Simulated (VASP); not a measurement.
Crystal: BN.

```
B N
1.0
     2.49824    0.00000    0.00000
    -1.24912    2.16354    0.00000
     0.00000    0.00000    6.63570
B N
2 2
Direct
  0.33333 0.66667 0.25000
  0.66667 0.33333 0.75000
  0.33333 0.66667 0.75000
  0.66667 0.33333 0.25000
```

```yaml
Program: VASP 6.6.1
Task: relaxation of cell and atoms
Functional: PBE
Potentials_or_basis: VASP PAW PBE potentials, release 64 (B, N)
Cutoff: 520 eV
k_mesh: 15 × 15 × 6
Occupations: gaussian, width 0.02 eV
Spin: no spin polarisation
```

At the start: pressure 5.1 GPa; volume 8.97 Å³/atom.

Question: Where does the relaxation end?

Answer: Over 10 steps the energy falls by 9.2 meV/atom and the volume is 9.92 Å³/atom (+10.6 %); space group P6_3/mmc (No. 194, to 0.05 Å).

The path:
```
step  energy change (eV)  largest force (eV/Å)  pressure (GPa)  volume (Å³)
   1              0.0000                0.0000            5.14        35.87
   2              0.0163                0.0000           -6.60        37.38
   3             -0.0098                0.0000            0.45        36.43
   4             -0.0140                0.0000            0.41        36.69
   5             -0.0243                0.0000            0.27        37.46
   6             -0.0357                0.0000            0.00        39.01
   7             -0.0369                0.0000           -0.14        39.75
   8             -0.0369                0.0000           -0.13        39.69
   9             -0.0364                0.0000            1.00        39.53
  10             -0.0369                0.0000            0.01        39.67
```

Final structure:
```yaml
crystal:
  lattice:
    - [2.51234, 0.00000, 0.00000]
    - [-1.25617, 2.17575, 0.00000]
    - [0.00000, 0.00000, 7.25704]
  atoms:
    - { symbol: B, position: [0.33333, 0.66667, 0.25000] }
    - { symbol: B, position: [0.66667, 0.33333, 0.75000] }
    - { symbol: N, position: [0.33333, 0.66667, 0.75000] }
    - { symbol: N, position: [0.66667, 0.33333, 0.25000] }
```

Caveat: this functional lacks dispersion, which binds the layers, so the pressure and a relaxed spacing across them are unreliable; the volume moved by +11 % from the deposited cell, more than functionals usually miss.
